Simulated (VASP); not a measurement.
Input:

```xyz
3
Lattice="0.0000 3.6851 3.6851 3.6851 0.0000 3.6851 3.6851 3.6851 0.0000" Properties=species:S:1:pos:R:3 pbc="T T T"
K      1.8426     1.8426     1.8426
K      5.5277     5.5277     5.5277
S      0.0000     0.0000     0.0000
```

Level of theory: optB88-vdW, VASP's PBE PAW potentials (set 64) (plane waves; VASP). Numerical set-up: 520 eV cut-off, Gaussian smearing of 0.050 eV, potentials K_sv S.

Problem. Give the energies of bands 10 to 15 at the high-symmetry points, in eV from the valence-band maximum.

Solution. 
```csv
band,Γ,X,U,L,W
10,-0.21,-0.77,-0.57,-0.64,-0.39
11,-0.21,0.00,-0.21,-0.07,-0.39
12,-0.21,0.00,-0.02,-0.07,-0.02
13,2.26,3.34,3.56,4.57,3.55
14,5.42,5.28,5.43,4.98,5.74
15,5.42,6.55,6.26,5.73,5.74
```

The gap is indirect, 2.26 eV, from the valence maximum at X to the conduction minimum at Γ.

The compound is K2S in the antifluorite structure. It was relaxed first.
